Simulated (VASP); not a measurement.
Level of theory: PBEsol GGA, VASP's PBE PAW potentials (set 64) (plane waves; VASP 6.6.1).

VASP input:

**KPOINTS**
```
Automatic mesh
0
Gamma
10 10 8
0 0 0
```

POSCAR:
```
ZrB2
1
    1.6404641921    -2.8413678105     0.0000000000
    1.6404641921     2.8413678105     0.0000000000
    0.0000000000     0.0000000000     3.6524515472
Zr B
1 2
Direct
  0.0000000000   0.0000000000   0.0000000000
  0.3333330000   0.6666670000   0.5000000000
  0.6666670000   0.3333330000   0.5000000000
```

INCAR:
```
ALGO  =  Normal
PREC  =  Accurate
ISMEAR  =  1
EDIFF  =  1E-7   ! SCF stop (eV)
SYSTEM  =  ZrB2
GGA  =  PS
ISIF  =  2   ! forces and stress, cell fixed
LMAXMIX  =  4
NELM  =  100   ! most electronic steps
LWAVE  =  .FALSE.
ENCUT  =  600
LCHARG  =  .FALSE.
LASPH  =  .TRUE.   ! aspherical one-centre terms
SIGMA  =  0.1   ! width (eV)
LREAL  =  .FALSE.   ! projection in real space or not
```

POTCAR, in this order: Zr_sv B (PBE.64 set). Program: vasp_std.

Problem. What will the output report for the number of irreducible k-points (NKPTS), number of bands (NBANDS), largest plane-wave count, number of space-group operations, FFT grid (NGX, NGY, NGZ)?

Solution. 
```json
{
 "number of irreducible k-points (NKPTS)": "70",
 "number of bands (NBANDS)": "13",
 "largest_plane_wave_count": "1172",
 "number_of_space_group_operations": "24",
 "FFT grid (NGX, NGY, NGZ)": "28 × 28 × 30"
}
```

The compound is ZrB2 in the AlB2 type structure. This cell was strained or had an atom moved on purpose.
